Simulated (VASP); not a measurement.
InP (zinc blende):

```
InP
1.0
    0.00000     2.93500     2.93500
    2.93500     0.00000     2.93500
    2.93500     2.93500     0.00000
In P
1 1
Direct
  0.00000   0.00000   0.00000
  0.25000   0.25000   0.25000
```

The lowest empty band near Γ, direction [110], from mBJ (TB09) with spin-orbit coupling in VASP (PAW); its two spin partners are averaged. The gap over the points computed is 1.62 eV, and the next band on that side lies 2.81 eV away at the edge.

Numerical set-up: 400 eV cut-off, 9×9×9 Γ-centred mesh, Gaussian smearing of 0.050 eV, potentials In_d P.

| distance from the edge in k (1/Å) | distance in energy (meV) |
|---|---|
| 0.012 | 4.5 |
| 0.018 | 10.1 |
| 0.025 | 19.3 |
| 0.035 | 37.3 |
| 0.050 | 74.0 |
| 0.070 | 137.8 |

**Question.** Fit E(1 + αE) = ħ²k²/2m* (ħ²/2m0 = 3.810 eV Å²) and predict the row at 0.095 1/Å.

**Answer.** Least squares on the energies gives the electron mass m* = 0.121 m0 and α = 0.86 per eV, and so 236.0 meV. The run gave 235.0 meV, -1.0 meV from the fit.

Left out are points under 3 meV from the edge, since the levels carry 0.1 meV, and points farther than half the way to the next band.

The compound is InP in the zinc blende structure. The cell was not relaxed at this level.
